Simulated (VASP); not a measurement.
Computed with TPSS meta-GGA, VASP's PBE PAW potentials (set 64) (plane waves; VASP).

Input for VASP

POSCAR:
```
SrTe
1.0
  0.0000000000   3.3585816826   3.3585816826
  3.3585816826   0.0000000000   3.3585816826
  3.3585816826   3.3585816826   0.0000000000
Sr Te
1 1
direct
  0.0000000000   0.0000000000   0.0000000000
  0.5000000000   0.5000000000   0.5000000000
```

INCAR:
```
ALGO = Normal
EDIFF = 1E-7
ENCUT = 520
ISIF = 2
ISMEAR = -5
LASPH = .TRUE.
LCHARG = .FALSE.
LMAXMIX = 4
LMIXTAU = .TRUE.
LORBIT = 11
LREAL = .FALSE.
LWAVE = .FALSE.
METAGGA = TPSS
NEDOS = 601
NELM = 100
PREC = Accurate
SYSTEM = SrTe
```

**KPOINTS_OPT**
```
k-points along high-symmetry lines
10
Line-mode
Reciprocal
  0.000000   0.000000   0.000000 ! GAMMA
  0.500000   0.000000   0.500000 ! X

  0.500000   0.000000   0.500000 ! X
  0.625000   0.250000   0.625000 ! U

  0.375000   0.375000   0.750000 ! K
  0.000000   0.000000   0.000000 ! GAMMA

  0.000000   0.000000   0.000000 ! GAMMA
  0.500000   0.500000   0.500000 ! L

  0.500000   0.500000   0.500000 ! L
  0.500000   0.250000   0.750000 ! W

  0.500000   0.250000   0.750000 ! W
  0.500000   0.000000   0.500000 ! X
```

File KPOINTS:
```
K-points
0
gamma
 8 8 8
```

POTCAR, in this order: Sr_sv Te (PBE.64 set). Program: vasp_std.

Unless said otherwise, spin-orbit coupling is left out, though it shifts the bands of the heavy elements here.

What does the run give for the energy per atom (σ→0), band gap (over mesh and band path)?

The energy per atom (σ→0) comes out as -12.542 eV/atom and the band gap (over mesh and band path) is 1.82 eV.

File OSZICAR:
```
...
DAV:  20    -0.250834334632E+02   -0.21761E-05   -0.36707E-06   852   0.233E-02    0.860E-03
DAV:  21    -0.250834330462E+02    0.41700E-06   -0.48691E-07   864   0.958E-03    0.361E-03
DAV:  22    -0.250834328009E+02    0.24534E-06   -0.32001E-07   804   0.685E-03    0.326E-04
DAV:  23    -0.250834327622E+02    0.38634E-07   -0.61419E-08   592   0.370E-03
   1 F= -.25083433E+02 E0= -.25083433E+02  d E =0.000000E+00
       N       E                     dE             ncg
       N       E                     dE             ncg
       N       E                     dE             ncg
```

The compound is SrTe in the rock salt structure. It was relaxed first.
